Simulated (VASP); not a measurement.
An input for Quantum ESPRESSO's pw.x (written as the equivalent of a VASP run, and not itself run):

```
&CONTROL
  calculation = 'vc-relax'
  pseudo_dir = './pseudo'
  outdir = './out'
  tprnfor = .true.
  tstress = .true.
  nstep = 60
  forc_conv_thr = 0.00078
/
&SYSTEM
  ibrav = 0
  nat = 3
  ntyp = 2
  ecutwfc = 86
  occupations = 'smearing'
  smearing = 'methfessel-paxton'
  degauss = 0.00735
  input_dft = 'vdw-df-ob86'
/
&ELECTRONS
  conv_thr = 7.3e-08
  electron_maxstep = 100
/
&IONS
/
&CELL
/
ATOMIC_SPECIES
  Ti 47.867 Ti.upf
  Se 78.971 Se.upf
CELL_PARAMETERS angstrom
     1.7597685   -3.0480085   -0.0000000
     1.7597685    3.0480085   -0.0000000
     0.0000000   -0.0000000    6.0084588
ATOMIC_POSITIONS crystal
  Ti   0.0000000  0.0000000  1.0000000
  Se   0.3333330  0.6666670  0.2573865
  Se   0.6666670  0.3333330  0.7426135
K_POINTS automatic
  9 9 5 0 0 0
```

Task: Translate this input to VASP (INCAR, KPOINTS, POSCAR, choice of POTCAR).

Result: One answer among several that fit: 
File POSCAR:
```
TiSe2
1
    1.7597684611    -3.0480084535    -0.0000000000
    1.7597684611     3.0480084535    -0.0000000000
    0.0000000000    -0.0000000000     6.0084587592
Ti Se
1 2
Direct
  0.0000000000   0.0000000000   1.0000000000
  0.3333330000   0.6666670000   0.2573864877
  0.6666670000   0.3333330000   0.7426135123
```

### KPOINTS
```
Automatic mesh
0
Gamma
9 9 5
0 0 0
```

### INCAR
```
AGGAC  =  0.0
ALGO  =  Normal
EDIFF  =  1E-6
EDIFFG  =  -0.02
ENCUT  =  520
GGA  =  MK
IBRION  =  2
ISIF  =  3
ISMEAR  =  1
LASPH  =  .TRUE.
LCHARG  =  .FALSE.
LMAXMIX  =  4
LREAL  =  .FALSE.
LUSE_VDW  =  .TRUE.
LWAVE  =  .FALSE.
NELM  =  100
NSW  =  60
PARAM1  =  0.1234
PARAM2  =  1.0
PREC  =  Accurate
SIGMA  =  0.1
SYSTEM  =  TiSe2
```

POTCAR, in this order: Ti_sv Se (PBE.64 set). Program: vasp_std.

Limits of the translation: the potentials are each code's own (VASP's PAW set, PseudoDojo norm-conserving files in pw.x), so ENCUT and ecutwfc are chosen apart and not converted; conv_thr bounds pw.x's estimated SCF error, while EDIFF bounds the energy change between steps; forc_conv_thr acts on force components and is met together with etot_conv_thr.

The compound is TiSe2 in the 1T layered structure. It was relaxed first. The start is the result of an earlier pass.
